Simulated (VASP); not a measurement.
# BePtC3 (Pm-3m) in VASP: reference runs

How does BePtC3 come out in PBE? The cell is run as given.

Program: VASP 6.6.1. These are calculated values, not measurements. Logs are shortened: lines on timing, memory, paths and dates and some standing lists are left out, and cuts for length are marked.

## 1. Starting point

The structure is cubic, space group Pm-3m (No. 221). Conventional cell: a = 3.608 Å, b = 3.608 Å, c = 3.608 Å, α = 90.00°, β = 90.00°, γ = 90.00°. Be (site symmetry m-3m) has 6 C at 1.80 Å as nearest neighbours. Pt (site symmetry m-3m) is surrounded by 12 C at 2.55 Å. C (site symmetry 4/mmm) is surrounded by 2 Be at 1.80 Å.

The cell was built by a generator and needn't be a form met in nature.

## 2. Single point, PBE

INCAR

```
PREC = Accurate
ENCUT = 520
EDIFF = 1E-7
ISMEAR = -1
SIGMA = 0.05
LREAL = F
LASPH = T
NELM = 60
ALGO = Normal
ISIF = 2
LWAVE = F
LCHARG = F
GGA = PE
NBANDS = 20
```

KPOINTS

```
Automatic mesh
0
Gamma
  7 7 7
```

POSCAR

```
BePtC3
1.0
    3.6083000000      0.0000000000      0.0000000000
    0.0000000000      3.6083000000      0.0000000000
    0.0000000000      0.0000000000      3.6083000000
Be Pt C
1 1 3
Direct
    0.5000000000      0.5000000000      0.5000000000
    0.0000000000      0.0000000000      0.0000000000
    0.5000000000      0.5000000000      0.0000000000
    0.0000000000      0.5000000000      0.5000000000
    0.5000000000      0.0000000000      0.5000000000
```

Potentials or basis: VASP PAW PBE potentials, release 64 (Be, Pt, C).

Launch:

```console
cat potpaw_PBE.64/Be/POTCAR potpaw_PBE.64/Pt/POTCAR potpaw_PBE.64/C/POTCAR > POTCAR
mpirun -np 1 vasp_std > vasp.out
```

OUTCAR:

```text
PREC = Accurate
   ENCUT = 520
   EDIFF = 1E-7
   ISMEAR = -1
   LREAL = F
   LASPH = T
   NELM = 60
   ISIF = 2
   GGA = PE

 ion  position               nearest neighbor table
   1  0.500  0.500  0.500-   3 1.80   4 1.80   5 1.80   3 1.80   5 1.80   4 1.80
   2  0.000  0.000  0.000-   3 2.55   4 2.55   5 2.55   4 2.55   5 2.55   3 2.55   4 2.55   4 2.55
                             3 2.55   5 2.55   5 2.55   3 2.55
   3  0.500  0.500  0.000-   1 1.80   1 1.80   2 2.55   2 2.55   2 2.55   2 2.55
   4  0.000  0.500  0.500-   1 1.80   1 1.80   2 2.55   2 2.55   2 2.55   2 2.55
   5  0.500  0.000  0.500-   1 1.80   1 1.80   2 2.55   2 2.55   2 2.55   2 2.55

  LATTYP: Found a simple cubic cell.
 ALAT       =     3.6083000000

  Lattice vectors:

 A1 = (   3.6083000000,   0.0000000000,   0.0000000000)
 A2 = (   0.0000000000,   3.6083000000,   0.0000000000)
 A3 = (   0.0000000000,   0.0000000000,   3.6083000000)

Analysis of symmetry for initial positions (statically):
=====================================================================
 Subroutine PRICEL returns:
 Original cell was already a primitive cell.

 Routine SETGRP: Setting up the symmetry group for a
 simple cubic supercell.

 Subroutine GETGRP returns: Found 48 space group operations
 (whereof 48 operations were pure point group operations)
 out of a pool of 48 trial point group operations.

The static configuration has the point symmetry O_h .

Analysis of symmetry for dynamics (positions and initial velocities):
=====================================================================
 Subroutine PRICEL returns:
 Original cell was already a primitive cell.

 Routine SETGRP: Setting up the symmetry group for a
 simple cubic supercell.

 Subroutine GETGRP returns: Found 48 space group operations
 (whereof 48 operations were pure point group operations)
 out of a pool of 48 trial point group operations.

The dynamic configuration has the point symmetry O_h .

 Subroutine INISYM returns: Found 48 space group operations
 (whereof 48 operations are pure point group operations),
 and found     1 'primitive' translations

----------------------------------------------------------------------------------------

                                     Primitive cell

  volume of cell :      46.9794

  direct lattice vectors                    reciprocal lattice vectors
     3.608300000  0.000000000  0.000000000     0.277138819  0.000000000  0.000000000
     0.000000000  3.608300000  0.000000000     0.000000000  0.277138819  0.000000000
     0.000000000  0.000000000  3.608300000     0.000000000  0.000000000  0.277138819

  length of vectors
     3.608300000  3.608300000  3.608300000     0.277138819  0.277138819  0.277138819

  position of ions in fractional coordinates (direct lattice)
     0.500000000  0.500000000  0.500000000
     0.000000000  0.000000000  0.000000000
     0.500000000  0.500000000  0.000000000
     0.000000000  0.500000000  0.500000000
     0.500000000  0.000000000  0.500000000

  ion indices of the primitive-cell ions
   primitive index   ion index
                 1           1
                 2           2
                 3           3
                 4           4
                 5           5

----------------------------------------------------------------------------------------

 KPOINTS: Automatic mesh

Automatic generation of k-mesh.
 Grid dimensions read from file:
 generate k-points for:    7    7    7

 Generating k-lattice:

  Cartesian coordinates                     Fractional coordinates (reciprocal lattice)
     0.039591260  0.000000000  0.000000000     0.142857143  0.000000000  0.000000000
     0.000000000  0.039591260  0.000000000     0.000000000  0.142857143  0.000000000
     0.000000000  0.000000000  0.039591260     0.000000000  0.000000000  0.142857143

  Length of vectors
     0.039591260  0.039591260  0.039591260

  Shift w.r.t. Gamma in fractional coordinates (k-lattice)
     0.000000000  0.000000000  0.000000000

 Subroutine IBZKPT returns following result:
 ===========================================

 Found     20 irreducible k-points:

 Following reciprocal coordinates:
            Coordinates               Weight
  0.000000  0.000000  0.000000      1.000000
  0.142857  0.000000  0.000000      6.000000
  0.285714  0.000000  0.000000      6.000000
  0.428571  0.000000  0.000000      6.000000
  0.142857  0.142857  0.000000     12.000000
  0.285714  0.142857  0.000000     24.000000
[... 12 lines left out ...]
  0.428571  0.428571  0.285714     24.000000
  0.428571  0.428571  0.428571      8.000000
   k-points           NKPTS =     20   k-points in BZ     NKDIM =     20   number of bands    NBANDS=     20
   number of dos      NEDOS =    301   number of ions     NIONS =      5
   total plane-waves  NPLWV =  21952
   dimension x,y,z NGX =    28 NGY =   28 NGZ =   28
   dimension x,y,z NGXF=    56 NGYF=   56 NGZF=   56
   ions per type =               1   1   3
   NGX,Y,Z   is equivalent  to a cutoff of  12.90, 12.90, 12.90 a.u.
   NGXF,Y,Z  is equivalent  to a cutoff of  25.80, 25.80, 25.80 a.u.
 SYSTEM =  unknown system
   PREC   = accura    normal or accurate (medium, high low for compatibility)
   ISTART =      0    job   : 0-new  1-cont  2-samecut
   ICHARG =      2    charge: 1-file 2-atom 10-const
   ISPIN  =      1    spin polarized calculation?
   LNONCOLLINEAR =      F non collinear calculations
   LSORBIT =      F    spin-orbit coupling
   LASPH  =      T    aspherical Exc in radial PAW
   ENCUT  =  520.0 eV  38.22 Ry    6.18 a.u.   6.71  6.71  6.71*2*pi/ulx,y,z
   NELM   =     60;   NELMIN=  2; NELMDL= -5     # of ELM steps
   EDIFF  = 0.1E-06   stopping-criterion for ELM
   LREAL  =      F    real-space projection
   EDIFFG = 0.1E-05   stopping-criterion for IOM
   NSW    =      0    number of steps for IOM
   IBRION =     -1    ionic relax: 0-MD 1-quasi-New 2-CG
   NFREE  =      0    steps in history (QN), initial steepest desc. (CG)
   ISIF   =      2    stress and relaxation
   ISYM   =      2    0-nonsym 1-usesym 2-fastsym
   POTIM  = 0.5000    time-step for ionic-motion
   TEBEG  =    0.0;   TEEND  =   0.0 temperature during run
   PSTRESS=    0.0 pullay stress
   NELECT =      24.0000    total number of electrons
   NUPDOWN=      -1.0000    fix difference up-down
   EMIN   =  10.00;   EMAX   =-10.00  energy-range for DOS
   EFERMI =   0.00;   METHOD = LEGACY
   ISMEAR =    -1;   SIGMA  =   0.05  broadening in eV -4-tet -1-fermi 0-gaus
   EFERMI_NEDOS =   21; number of points for ismear=-14 and -15
   IALGO  =     38    algorithm
   IMIX   =      4    mixing-type and parameters
     AMIX     =   0.40;   BMIX     =  1.00
     AMIX_MAG =   1.60;   BMIX_MAG =  1.00
  volume/ion in A,a.u.               =       9.40        63.41
  Fermi-wavevector in a.u.,A,eV,Ry     =   1.308708  2.473099 23.302908  1.712715
  Thomas-Fermi vector in A             =   2.439356
   LORBIT       =      0    0 simple, 1 ext, 2 COOP (PROOUT), +10 PAW based schemes
   GGA     = PE    functional components
   LHFCALC =     F    Hartree Fock is set to
   AEXX    =    0.0000 exact exchange contribution
   IVDW    =     0    specifies the selected vdW correction
   LEPSILON=     F    determine dielectric tensor
   LRPA    =     F    only Hartree local field effects (RPA)
 non-spin polarized calculation
  energy-cutoff  :      520.00
  volume of cell :       46.98
 maximum number of plane-waves:      1309
 NGX is ok and might be reduce to    28
   NGX = 13   NGY = 13   NGZ = 13

 number of electron      23.9999997 magnetization

 Free energy of the ion-electron system (eV)
  ---------------------------------------------------
  ext. energy  EPLUGINS =         0.00000000
  ---------------------------------------------------
  free energy    TOTEN  =       -25.73643480 eV

  energy without entropy =      -25.72085617  energy(sigma->0) =      -25.72864549

 E-fermi :   7.5558     XC(G=0): -12.2475

 val. band max:        7.4158538022   @ k =   0.4286   0.1429   0.0000
 cond. band min:       7.5917847953   @ k =   0.4286   0.4286   0.1429
 fundamental gap:      0.1759309931
 Fermi energy:         7.5558168571

 k-point     1 :       0.0000    0.0000    0.0000
  band No.  band energies     occupation
      1      -7.3873      2.00000
      2      -0.6782      2.00000
      3      -0.6782      2.00000
      4       1.8796      2.00000
      5       1.8796      2.00000
      6       1.8796      2.00000
[... 12 lines left out ...]
     19      21.1102      0.00000
     20      21.9980      0.00000

 k-point     2 :       0.1429    0.0000    0.0000
  band No.  band energies     occupation
      1      -7.1947      2.00000
      2      -1.5098      2.00000
      3      -0.5386      2.00000
      4       1.8426      2.00000
      5       1.8426      2.00000
      6       2.5801      2.00000
[... 12 lines left out ...]
     19      20.7627      0.00000
     20      21.4275      0.00000

 k-point     3 :       0.2857    0.0000    0.0000
  band No.  band energies     occupation
      1      -6.6325      2.00000
      2      -2.9566      2.00000
      3      -0.1529      2.00000
      4       1.7362      2.00000
      5       1.7362      2.00000
      6       3.7601      2.00000
[... 12 lines left out ...]
     19      18.6764      0.00000
     20      21.2985      0.00000

 k-point     4 :       0.4286    0.0000    0.0000
  band No.  band energies     occupation
      1      -5.7825      2.00000
      2      -4.3134      2.00000
      3       0.3033      2.00000
      4       1.6337      2.00000
      5       1.6338      2.00000
      6       2.8398      2.00000
[... 337 lines left out ...]
 k-point    19 :       0.4286    0.4286    0.2857
  band No.  band energies     occupation
      1      -4.0989      2.00000
      2      -3.2734      2.00000
      3      -3.0856      2.00000
      4       0.9426      2.00000
      5       1.6784      2.00000
      6       2.7526      2.00000
[... 12 lines left out ...]
     19      18.6913      0.00000
     20      19.4148      0.00000

 k-point    20 :       0.4286    0.4286    0.4286
  band No.  band energies     occupation
      1      -3.6575      2.00000
      2      -3.2228      2.00000
      3      -3.2228      2.00000
      4       0.2840      2.00000
      5       2.2685      2.00000
      6       2.5588      2.00000
[... 12 lines left out ...]
     19      19.1790      0.00000
     20      19.8214      0.00000

------------------------ aborting loop because EDIFF is reached ----------------------------------------

  FORCE on cell =-STRESS in cart. coord.  units (eV):
  Direction    XX          YY          ZZ          XY          YZ          ZX
  --------------------------------------------------------------------------------------
  -------------------------------------------------------------------------------------
  Total       -0.0181810     -0.0181810     -0.0181810      0.0000000      0.0000000     -0.0000000
  in kB       -0.6200417     -0.6200417     -0.6200417      0.0000000      0.0000000     -0.0000000
  external PRESSURE =      -0.6200417 kB  Pullay stress =       0.0000000 kB

 VOLUME and BASIS-vectors are now :
 -----------------------------------------------------------------------------
  energy-cutoff  :      520.00
  volume of cell :       46.98
      direct lattice vectors                 reciprocal lattice vectors
     3.608300000  0.000000000  0.000000000     0.277138819  0.000000000  0.000000000
     0.000000000  3.608300000  0.000000000     0.000000000  0.277138819  0.000000000
     0.000000000  0.000000000  3.608300000     0.000000000  0.000000000  0.277138819

 POSITION                                       TOTAL-FORCE (eV/Angst)
 -----------------------------------------------------------------------------------
      1.80415      1.80415      1.80415         0.000000      0.000000      0.000000
      0.00000      0.00000      0.00000         0.000000      0.000000      0.000000
      1.80415      1.80415      0.00000         0.000000      0.000000      0.000000
      0.00000      1.80415      1.80415         0.000000      0.000000      0.000000
      1.80415      0.00000      1.80415         0.000000      0.000000      0.000000
 -----------------------------------------------------------------------------------
    total drift:                                0.000000      0.000000      0.000000

  FREE ENERGIE OF THE ION-ELECTRON SYSTEM (eV)
  ---------------------------------------------------
  free  energy   TOTEN  =       -25.7364348018 eV

  energy  without entropy=      -25.7208561739  energy(sigma->0) =      -25.72864549
```

It took 14 s on 1 thread of AMD EPYC 9R14 (Zen 4), shared host; peak memory 0.14 GiB.

What came out:

* Free energy: -25.7364 eV
* Pressure: -0.1 GPa
* Band gap on the k mesh: none (metal or under the smearing width)

Spin-orbit coupling is left out, which matters for the levels of Pt.
